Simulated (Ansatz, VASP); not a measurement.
# GeSb4Te7 in two plane-wave programs

Aim: how closely do two programs agree when they are given the same cell, functional and k mesh? The cell is taken from a series of runs on this material, whose earlier steps may have relaxed, scaled, displaced or heated it; both programs get it as it stands.

Method: plane waves, with VASP 6.6.1 beside it; single point at PBE, in Ansatz 0.2.0.

**1. The structure**

It takes space group C2/m (No. 12, monoclinic). Conventional cell: a = 7.429 Å, b = 4.311 Å, c = 24.638 Å, α = 90.00°, β = 90.00°, γ = 90.00°. Nearest to Ge lie 6 Te at 3.00 to 3.01 Å. Nearest to Sb lie 6 Te at 3.02 to 3.19 Å. Nearest to Sb lie 6 Te at 3.01 to 3.20 Å. Te has 3 Sb at 3.02 Å nearest. Nearest to Te lie 3 Sb at 3.01 Å. Nearest to Te lie 3 Ge at 3.00 to 3.01 Å and 3 Sb at 3.20 Å. Farther neighbours and most contacts between anions are not listed.

**2. Ansatz: single point, PBE**

Ansatz runs on its PAW soft_1 files.

A single point gives forces, pressure and levels at one fixed geometry, so differences don't come from the geometry; what else differs is listed under the comparison.

input.yaml reads:

```yaml
crystal:
  lattice:
    - [4.3107467597, 0.0, 0.0]
    - [-2.1553733798, 3.7146429882, 0.0]
    - [0.0, 0.0, 24.63777845]
  atoms:
    - { symbol: Ge, position: [0.0, 0.0, 0.5] }
    - { symbol: Sb, position: [0.6660388092, 0.3320776184, 0.9189362912] }
    - { symbol: Sb, position: [0.3323029616, 0.6646059231, 0.3489416402] }
    - { symbol: Sb, position: [0.3339611908, 0.6679223816, 0.0810637088] }
    - { symbol: Sb, position: [0.6676970384, 0.3353940769, 0.6510583598] }
    - { symbol: Te, position: [0.3323071375, 0.6646142749, 0.8492221126] }
    - { symbol: Te, position: [0.6676928625, 0.3353857251, 0.1507778874] }
    - { symbol: Te, position: [0.0013963797, 0.0027927594, 0.7203131012] }
    - { symbol: Te, position: [0.666312675, 0.3326253501, 0.4311432343] }
    - { symbol: Te, position: [0.333687325, 0.6673746499, 0.5688567657] }
    - { symbol: Te, position: [0.0, 0.0, 0.0] }
    - { symbol: Te, position: [-0.0013963797, -0.0027927594, 0.2796868988] }
kpoints:
  mp_grid: { grid: [6, 6, 2] }
  band_path:
    path:
      - [0.0, 0.0, 0.0]
      - [0.5, 0.0, 0.0]
      - [0.33333333, 0.33333333, 0.0]
      - [0.0, 0.0, 0.5]
      - [0.5, 0.0, 0.5]
      - [0.33333333, 0.33333333, 0.5]
    npoints: 1
hamiltonian:
  xc: pbe
  pseudopotentials: { kind: paw, azcp: { folder: soft_1 } }
scf:
  occupations: { method: fermi_dirac, width: 0.02 }
  n_extra_bands: 8
output:
  eigenvalues: true
  forces: true
  stress: true
```

The run is started by

```bash
$ ansatz run input.yaml --threads 2 --pin off --max-ram 92160MiB --backend cuda --events-out ev --progress --plain --runs-dir out --devices 1 --max-vram 13GiB
```

Numbers of over 12 decimals in the logs are rounded to 6 here.

The program printed:

```text
scf.n_extra_bands = 8 over 93 filled bands (N_el = 186.0): the run solves 101 bands
GPUs: using 1 of 1 available (devices: 1).
Engine: ansatz 0.2.0, x86_64-unknown-linux-gnu
Pseudopotentials: kind: paw
Pseudopotential: Ge, paw, valence charge 14, recommended cutoff 420 eV (normal), soft_1/Ge.paw.azcp
Pseudopotential: Sb, paw, valence charge 15, recommended cutoff 420 eV (normal), soft_1/Sb.paw.azcp
Pseudopotential: Te, paw, valence charge 16, recommended cutoff 420 eV (normal), soft_1/Te.paw.azcp
Functional definition: PBE
  parameter kappa = 0.804
  parameter beta = 0.066725
  exchange = pbe_x(kappa = kappa, mu = beta*pi^2/3)
  correlation = pbe_c(beta = beta)
device memory: the entry about to start is reckoned to put 5.1 GiB on a device that reports 39.4 GiB free (of which the cap on the GPU budget leaves the run 13.0 GiB)
GPU FFT provider: cuFFT
GPU libraries: cuBLAS 13.8.2, cuFFT 12.4.0, cuSOLVER 12.3.4
Crystal: 12 atoms, lattice volume = 394.522 Å³
Basis set: ecut = 420 eV, 7677 PW (Γ), exchange–correlation on 60×60×360 points (8 copies of the dense FFT grid, shifted against one another)
Bands: 101, of which v1, the nominal top of the filled ones, is band 93 counted from 1 (92 counted from 0)
Symmetry: 4 space group operations
Space group: C2/m (ITA 12), of the structure as read, at distance tolerance 7.3e-5 Å
k-points: 26 of 72
Non-local potential: Ge, projectors of the file, l = 0: 2, l = 1: 2, l = 2: 3, l = 3: 1
Non-local potential: Sb, projectors of the file, l = 0: 2, l = 1: 2, l = 2: 2, l = 3: 1
Non-local potential: Te, projectors of the file, l = 0: 2, l = 1: 2, l = 2: 2, l = 3: 1
PAW form: soft (Blöchl's): semilocal exchange-correlation on the pseudo side does not see the compensation charge
PAW one-centre angular grid: Ge, 590 points (default); XC on 64 Gauss nodes
PAW one-centre angular grid: Sb, 590 points (default); XC on 64 Gauss nodes
PAW one-centre angular grid: Te, 590 points (default); XC on 64 Gauss nodes
Initial density: superposition of atomic densities (chi_scale 0.1, normalization cell, long waves kept (reshape's long-wave potential 0.30 eV rms))
Initial wavefunctions: pseudopotential atomic-orbital guess
GPU buffer pool allocated for 162000 grid points (all kernels)
GPU transforms: local potential and band sums: pruned to the plane-wave sphere, on 30×30×180
Functional: x = pbe(κ = 0.804, μ = 0.219515), c = pbe(β = 0.066725)
SCF iter   1: F=—  HF=-79095.585978 eV  |F-HF|=—  |Δ(HF+E_count)|=         —  Δρ=1.50e-2  dr2=6.13e0  ethr=3.10e-3  ⟨swp⟩=6.1  Hψ=10321  notcnv=0
preconditioner: auto → LDOS  [insulator: Δε(μ)=0.075 eV  Ē_g=6.883 eV  σ=0.020 eV  W_gap=0.73  n_scr=96 (ndim 8)  ℏωp=15.2 eV  f_vac=0.020  D(μ)=0.32/eV (n_scr^D=2)  ε∞_Penn≈5.9  β→1.0]
SCF iter   2: F=—  HF=-79098.081874 eV  |F-HF|=—  |Δ(HF+E_count)|=    2.50e0  Δρ=2.43e-2  dr2=5.17e1  ethr=3.10e-3  ⟨swp⟩=3.5  Hψ=4588  notcnv=0  defer=54  recentre
preconditioner: auto → Resta (q_TF=auto, 2.407 Å⁻¹)  ε∞=6.1  [insulator: Δε(μ)=0.299 eV  Ē_g=6.736 eV  σ=0.020 eV  W_gap=1.00  n_scr=96 (ndim 8)  ℏωp=15.2 eV  f_vac=0.029  D(μ)=0.01/eV (n_scr^D=0)  ε∞_Penn≈6.1  β→0.5]
SCF iter   3: F=—  HF=-79095.199712 eV  |F-HF|=—  |Δ(HF+E_count)|=    2.88e0  Δρ=8.28e-3  dr2=9.33e-1  ethr=3.10e-3  ⟨swp⟩=3.0  Hψ=4536  notcnv=0  defer=48
SCF iter   4: F=—  HF=-79095.154177 eV  |F-HF|=—  |Δ(HF+E_count)|=   4.55e-2  Δρ=1.41e-3  dr2=6.67e-2  ethr=5.02e-4  ⟨swp⟩=2.7  Hψ=3429  notcnv=0  defer=50
SCF iter   5: F=—  HF=-79095.151133 eV  |F-HF|=—  |Δ(HF+E_count)|=   3.04e-3  Δρ=8.60e-4  dr2=2.66e-2  ethr=3.59e-5  ⟨swp⟩=2.7  Hψ=3235  notcnv=0  defer=50
SCF iter   6: F=—  HF=-79095.149212 eV  |F-HF|=—  |Δ(HF+E_count)|=   1.92e-3  Δρ=3.07e-4  dr2=1.28e-3  ethr=1.43e-5  ⟨swp⟩=2.2  Hψ=3222  notcnv=0  defer=50
SCF iter   7: F=—  HF=-79095.148951 eV  |F-HF|=—  |Δ(HF+E_count)|=   2.61e-4  Δρ=1.22e-4  dr2=1.11e-4  ethr=6.86e-7  ⟨swp⟩=2.0  Hψ=3090  notcnv=0  defer=50
SCF iter   8: F=—  HF=-79095.148771 eV  |F-HF|=—  |Δ(HF+E_count)|=   1.80e-4  Δρ=4.25e-5  dr2=1.07e-5  ethr=5.98e-8  ⟨swp⟩=2.0  Hψ=3696  notcnv=0  defer=50
SCF iter   9: F=—  HF=-79095.149840 eV  |F-HF|=—  |Δ(HF+E_count)|=   1.07e-3  Δρ=1.70e-5  dr2=3.83e-6  ethr=5.74e-9  ⟨swp⟩=2.0  Hψ=4077  notcnv=0  defer=50
SCF iter  10: F=—  HF=-79095.149840 eV  |F-HF|=—  |Δ(HF+E_count)|=   9.52e-8  Δρ=7.21e-6  dr2=3.60e-7  ethr=2.06e-9  ⟨swp⟩=2.0  Hψ=3565  notcnv=0  defer=50
SCF iter  11: F=-79095.149841 eV  HF=-79095.149841 eV  |F-HF|=3.33e-8  |Δ(HF+E_count)|=   4.90e-7  Δρ=2.52e-6  dr2=8.11e-8  ethr=5.38e-11  ⟨swp⟩=11.5  Hψ=13413  notcnv=0
SCF 1 converged in 11 iterations: F = -79095.149841 eV  dr2 = 8.11e-8
  greatest PAW one-centre occupation: 0.998 electrons in one spin orbital (limit 2), on the Ge atom at site 0 (counted from 0), in its partial waves of l = 2
device memory: the entry about to start is reckoned to put 2.8 GiB on a device that reports 39.4 GiB free (of which the cap on the GPU budget leaves the run 13.0 GiB)
NSCF: frozen V_eff on 6 k-points
SCF converged after 11 iterations
Free energy (F): -79095.149841 eV
Harris-Foulkes:  -79095.149841 eV  (|F-HF|=3.33e-8)
Internal energy: -79095.149840 eV  (E = F + TS)
E sigma→0 (E₀):  -79095.149840 eV
Entropy (-TS):   -0.000001 eV (-0.000 meV/atom)
Fermi energy:    8.809157 eV
--- Per-component energies (eV) ---
  E_band       = -2750.745659
  E_kinetic    = 1936.341468
  E_local      = -21655.997825  (includes V_loc(G=0)·N_el)
  E_nonlocal   = 2223.270352
  E_hartree    = 10170.121966
  E_xc         = -1324.239152
  E_vxc        = -1140.107718  (∫ρ·V_xc dr)
  E_paw        = -52865.101547  (= ΣΔE_a)
  E_vpaw       = -4454.484819  (= ΣTr[D̂ρ^β])
  E_aug_tail   = 0.001181  (compensation charges beyond the density's cutoff)
  E_ewald      = -17579.546283
  E_smearing   = -0.000001  (= −TS)
  E_closure    = -0.000000  (closes the sum)
  Σ components = -79095.149841   (vs F -79095.149841, Δ=0.00e0)
--- Forces (eV/Å), atoms counted from 1 ---
  atom   1  Ge     0.00000000     0.00000000     0.00000000
  atom   2  Sb    -0.00000000    -0.00039063    -0.00004953
  atom   3  Sb    -0.00000000    -0.00070200    -0.00022218
  atom   4  Sb     0.00000000     0.00039063     0.00004953
  atom   5  Sb     0.00000000     0.00070200     0.00022218
  atom   6  Te    -0.00000000    -0.00006036    -0.00012881
  atom   7  Te     0.00000000     0.00006036     0.00012881
  atom   8  Te    -0.00000000    -0.00038511    -0.00014962
  atom   9  Te     0.00000000     0.00017084     0.00073500
  atom  10  Te    -0.00000000    -0.00017084    -0.00073500
  atom  11  Te     0.00000000     0.00000000     0.00000000
  atom  12  Te     0.00000000     0.00038511     0.00014962
  max |Σ_I F_I| component: 0.00e0 eV/Å
--- Stress (GPa, compression-positive) ---
        0.199432       0.000000       0.000000
        0.000000       0.454873       0.028127
        0.000000       0.028127       0.148502
  P = ⅓ Tr σ = 0.2676 GPa (2.676 kbar)
--- Band table (eV; the first three rows and the last of 26) ---
  k-point 0: bands = [... 89 lower, 7.5695, 7.5934, 8.3449, 8.5228, 9.1225, 9.1642, 9.2433, 9.2688, ... 4 higher]
  k-point 1: bands = [... 89 lower, 7.6083, 7.7462, 8.2529, 8.6171, 9.0010, 9.1976, 9.2164, 9.2627, ... 4 higher]
  k-point 2: bands = [... 89 lower, 7.7067, 8.0277, 8.1539, 8.4363, 9.3105, 9.5581, 9.6732, 9.6935, ... 4 higher]
  k-point 25: bands = [... 89 lower, 7.3966, 7.7860, 7.9102, 8.0053, 9.5004, 9.7664, 9.9690, 10.0410, ... 4 higher]
```

**3. VASP: single point, PBE**

The same cell, functional, mesh and smearing now go to VASP, with its own data sets.

Lines of VASP's logs that name or quote its potential files are left out, and so is its time.

INCAR reads:

```
SYSTEM = GeSb4Te7
PREC = Accurate
ENCUT = 500
EDIFF = 1E-06
NELM = 120
ISMEAR = -1
SIGMA = 0.02
LREAL = .FALSE.
ALGO = Normal
GGA = PE
NBANDS = 50
LORBIT = 11
LWAVE = .FALSE.
LCHARG = .FALSE.
ISIF = 2
LASPH = .TRUE.
GGA_COMPAT = .FALSE.
EFERMI = MIDGAP
KPAR = 2
```

POSCAR reads:

```
GeSb4Te7
1.0
    4.3107467597      0.0000000000      0.0000000000
   -2.1553733798      3.7146429882      0.0000000000
    0.0000000000      0.0000000000     24.6377784500
Ge Sb Te
1 4 7
Direct
    0.0000000000      0.0000000000      0.5000000000
    0.6660388092      0.3320776184      0.9189362912
    0.3323029616      0.6646059231      0.3489416402
    0.3339611908      0.6679223816      0.0810637088
    0.6676970385      0.3353940769      0.6510583598
    0.3323071374      0.6646142749      0.8492221126
    0.6676928626      0.3353857251      0.1507778874
    0.0013963797      0.0027927594      0.7203131012
    0.6663126750      0.3326253501      0.4311432343
    0.3336873249      0.6673746499      0.5688567657
    0.0000000000      0.0000000000      0.0000000000
    0.9986036203      0.9972072406      0.2796868988
```

KPOINTS reads:

```
Automatic mesh
0
Gamma
6 6 2
0 0 0
```

The projector-augmented-wave data sets are Ge_d, Sb and Te (PBE family, release 64).

The run is started by

```bash
$ mpirun -np 2 vasp_std
```

The program printed:

```text
[banner, memory and clock lines left out]
running    2 mpi-ranks, on    1 nodes
 distrk:  each k-point on    1 cores,    2 groups
 distr:  one band on    1 cores,    1 groups

 POSCAR found type information on POSCAR GeSbTe
 POSCAR found :  3 types and      12 ions
 LDA part: xc-table for (Slater+PW92), standard interpolation
 POSCAR, INCAR and KPOINTS ok, starting setup
 FFT: planning ... GRIDC
 FFT: planning ... GRID_SOFT
 FFT: planning ... GRID
 WAVECAR not read
 entering main loop
       N       E                     dE             d eps       ncg     rms          rms(c)
DAV:   1     0.548589029709E+03    0.54859E+03   -0.26672E+04  2768   0.147E+03
DAV:   2     0.401326337233E+02   -0.50846E+03   -0.48643E+03  2904   0.311E+02
DAV:   3    -0.397166405729E+02   -0.79849E+02   -0.76156E+02  3158   0.119E+02
DAV:   4    -0.446968000272E+02   -0.49802E+01   -0.48754E+01  3136   0.326E+01
DAV:   5    -0.448952763251E+02   -0.19848E+00   -0.19743E+00  3790   0.656E+00    0.122E+01
DAV:   6    -0.445432869891E+02    0.35199E+00   -0.65426E-01  3656   0.329E+00    0.838E+00
DAV:   7    -0.446546054920E+02   -0.11132E+00   -0.86577E-01  3288   0.408E+00    0.194E+00
DAV:   8    -0.445783698330E+02    0.76236E-01   -0.44340E-01  3524   0.352E+00    0.113E+00
DAV:   9    -0.445621139325E+02    0.16256E-01   -0.69658E-02  3300   0.133E+00    0.745E-01
DAV:  10    -0.445629664219E+02   -0.85249E-03   -0.30755E-02  3008   0.546E-01    0.408E-01
DAV:  11    -0.445631811277E+02   -0.21471E-03   -0.19135E-03  3544   0.219E-01    0.147E-01
DAV:  12    -0.445633186323E+02   -0.13750E-03   -0.10952E-03  3376   0.143E-01    0.694E-02
DAV:  13    -0.445633125744E+02    0.60579E-05   -0.13321E-04  3256   0.516E-02    0.352E-02
DAV:  14    -0.445633147995E+02   -0.22251E-05   -0.34149E-05  3856   0.276E-02    0.102E-02
DAV:  15    -0.445633156318E+02   -0.83231E-06   -0.15047E-05  3150   0.158E-02    0.630E-03
DAV:  16    -0.445633155727E+02    0.59126E-07   -0.11950E-06  1750   0.492E-03
   1 F= -.44563316E+02 E0= -.44563315E+02  d E =-.910467E-06
```

OUTCAR, selected parts (step 3):

```text
ion  position               nearest neighbor table
   1  0.000  0.000  0.500-  10 3.00   9 3.00  10 3.01   9 3.01   9 3.01  10 3.01
   2  0.666  0.332  0.919-   6 3.02   6 3.02   6 3.02  11 3.19  11 3.19  11 3.19
   3  0.332  0.665  0.349-  12 3.01  12 3.01  12 3.01   9 3.20   9 3.20   9 3.20
   4  0.334  0.668  0.081-   7 3.02   7 3.02   7 3.02  11 3.19  11 3.19  11 3.19
   5  0.668  0.335  0.651-   8 3.01   8 3.01   8 3.01  10 3.20  10 3.20  10 3.20
   6  0.332  0.665  0.849-   2 3.02   2 3.02   2 3.02
   7  0.668  0.335  0.151-   4 3.02   4 3.02   4 3.02
   8  0.001  0.003  0.720-   5 3.01   5 3.01   5 3.01
   9  0.666  0.333  0.431-   1 3.00   1 3.01   1 3.01   3 3.20   3 3.20   3 3.20
  10  0.334  0.667  0.569-   1 3.00   1 3.01   1 3.01   5 3.20   5 3.20   5 3.20
  11  0.000  0.000  0.000-   4 3.19   2 3.19   4 3.19   2 3.19   2 3.19   4 3.19
  12  0.999  0.997  0.280-   3 3.01   3 3.01   3 3.01

  LATTYP: Found a base centered orthorhombic cell.
 ALAT       =     4.3107467597
 B/A-ratio  =     1.7234336394
 C/A-ratio  =     5.7154316464

 Subroutine GETGRP returns: Found  4 space group operations
 (whereof  4 operations were pure point group operations)

The static configuration has the point symmetry C_2h.

 Found     26 irreducible k-points:

   k-points           NKPTS =     26   k-points in BZ     NKDIM =     26   number of bands    NBANDS=     50

   dimension x,y,z NGX =    32 NGY =   32 NGZ =  180
   dimension x,y,z NGXF=    64 NGYF=   64 NGZF=  360

   ENCUT  =  500.0 eV  36.75 Ry    6.06 a.u.   7.86  7.83 44.92*2*pi/ulx,y,z

   NELECT =      76.0000    total number of electrons

 k-points in reciprocal lattice and weights: Automatic mesh
   0.00000000  0.00000000  0.00000000       0.014
   0.16666667 -0.00000000  0.00000000       0.056
   0.33333333  0.00000000  0.00000000       0.056
   0.50000000  0.00000000  0.00000000       0.028
   0.00000000  0.16666667  0.00000000       0.028
   0.16666667  0.16666667  0.00000000       0.056
   0.33333333  0.16666667  0.00000000       0.056
   0.50000000  0.16666667  0.00000000       0.056
  -0.33333333  0.16666667  0.00000000       0.028
[...]
0.33333333  0.33333333  0.50000000       0.028
   0.00000000  0.50000000  0.50000000       0.014

 average (electrostatic) potential at core
       1 -73.7027       2 -87.6398       3 -87.6606       4 -87.6398       5 -87.6606
       6 -88.7271       7 -88.7271       8 -88.7732       9 -88.5863      10 -88.5863
      11 -88.5632      12 -88.7732

 E-fermi :   5.9801

 k-point     1 :       0.0000    0.0000    0.0000
  band No.  band energies     occupation
    ...
     34       4.7115      2.00000
     35       4.7451      2.00000
     36       4.7689      2.00000
     37       5.5224      2.00000
     38       5.7008      2.00000
     39       6.2836      0.00000
     40       6.3307      0.00000
     41       6.4176      0.00000
     42       6.4427      0.00000
     43       6.5093      0.00000
    ...

 k-point     2 :       0.1667   -0.0000    0.0000
  band No.  band energies     occupation
    ...
     34       4.8797      2.00000
     35       4.9030      2.00000
     36       5.2140      2.00000
     37       5.3278      2.00000
     38       5.6316      2.00000
     39       6.5046      0.00000
     40       6.7497      0.00000
     41       6.8536      0.00000
     42       6.8891      0.00000
     43       6.9993      0.00000
    ...

 k-point     3 :       0.3333    0.0000    0.0000
  band No.  band energies     occupation
    ...
     34       4.5463      2.00000
     35       4.6073      2.00000
     36       4.7173      2.00000
     37       4.9251      2.00000
     38       5.4043      2.00000
     39       6.5578      0.00000
     40       6.8761      0.00000
     41       6.9235      0.00000
     42       6.9959      0.00000
     43       7.2302      0.00000
    ...

  Total        0.4179851      1.0460252      0.3343983      0.0000000      0.0697836      0.0000000
  in kB        1.6974626      4.2479716      1.3580115      0.0000000      0.2833954      0.0000000
  external PRESSURE =       2.4344819 kB  Pullay stress =       0.0000000 kB

  energy-cutoff  :      500.00
  volume of cell :      394.52
      direct lattice vectors                 reciprocal lattice vectors
     4.310746760  0.000000000  0.000000000     0.231978368  0.134602437  0.000000000
    -2.155373380  3.714642988  0.000000000     0.000000000  0.269204875  0.000000000
     0.000000000  0.000000000 24.637778450     0.000000000  0.000000000  0.040588075

 POSITION                                       TOTAL-FORCE (eV/Angst)
 -----------------------------------------------------------------------------------
      0.00000      0.00000     12.31889         0.000000      0.000000      0.000000
      2.15537      1.23355     22.64055        -0.000000     -0.000345      0.023794
      0.00000      2.46877      8.59715        -0.000000     -0.000526      0.021277
      0.00000      2.48109      1.99723         0.000000      0.000345     -0.023794
      2.15537      1.24587     16.04063         0.000000      0.000526     -0.021277
     -0.00000      2.46880     20.92295        -0.000000     -0.000233     -0.015344
      2.15537      1.24584      3.71483         0.000000      0.000233      0.015344
      0.00000      0.01037     17.74691        -0.000000     -0.000177      0.013526
      2.15537      1.23558     10.62241         0.000000      0.000157     -0.009724
     -0.00000      2.47906     14.01537        -0.000000     -0.000157      0.009724
      0.00000      0.00000      0.00000        -0.000000      0.000000      0.000000
      2.15537      3.70427      6.89086         0.000000      0.000177     -0.013526
 -----------------------------------------------------------------------------------
    total drift:                                0.000000     -0.000000      0.000000

  FREE ENERGIE OF THE ION-ELECTRON SYSTEM (eV)
  ---------------------------------------------------
  free  energy   TOTEN  =       -44.5633155727 eV

  energy  without entropy=      -44.5633146622  energy(sigma->0) =      -44.56331512

 total charge
# of ion       s       p       d       tot
------------------------------------------
    1        1.332   0.746  10.011  12.089
    2        1.295   0.954   0.049   2.298
    3        1.294   0.955   0.048   2.297
    4        1.295   0.954   0.049   2.298
    5        1.294   0.955   0.048   2.297
    6        1.404   1.901   0.024   3.329
    7        1.404   1.901   0.024   3.329
    8        1.405   1.899   0.025   3.328
    9        1.386   1.937   0.031   3.354
   10        1.386   1.937   0.031   3.354
   11        1.390   1.940   0.029   3.360
   12        1.405   1.899   0.025   3.328
--------------------------------------------------
tot         16.289  17.978  10.393  44.660

[... 3 further parts left out ...]
```

The run ends at a pressure of 0.24 GPa, with forces up to 0.024 eV/Å.

**4. Side by side**

Known differences besides the potentials themselves: the data sets hold 186 valence electrons in Ansatz (on its PAW soft_1 files) and 76 in VASP; the cutoff is 420 eV in Ansatz and 500 eV in VASP. Total energies have different zeros and are not compared.

The two programs side by side:

```
              quantity  Ansatz   VASP  difference
        pressure (GPa)    0.27   0.24       +0.02
gap on the k mesh (eV)   0.384  0.379      +0.005
```

At this near-relaxed geometry the largest component of a force difference is 24 meV/Å. A gap on the mesh is an upper bound, since the band edges may lie between its points.

**5. What came out**

```json
{
 "difference in gap on the k mesh (single point, PBE)": "0.0052 eV",
 "r.m.s. force difference (single point, PBE)": "9.3 meV/Å"
}
```

In words: The r.m.s. force difference is 9.3 meV/Å (single point, PBE), within the 12 meV/Å picked in this series as the mark of a large difference. The data sets hold unlike numbers of valence electrons (186 in Ansatz and 76 in VASP), so part of the differences comes from the potentials. 2 further runs of this series are not shown here. How closely two codes agree says nothing of how well the functional describes the real material.

[Lines on the potential files, build, host, timing and source positions are cut from VASP's logs without a mark.]

[Logs are printed without paths, hosts, clocks, repeated set-up lines and the standing remarks that a program may print on its own settings, such as how far it seeks lower states.]

[Hosts, paths, dates, database ids (printed as entryN), source tags and the programs' standing remarks are cut or masked in the printed files.]
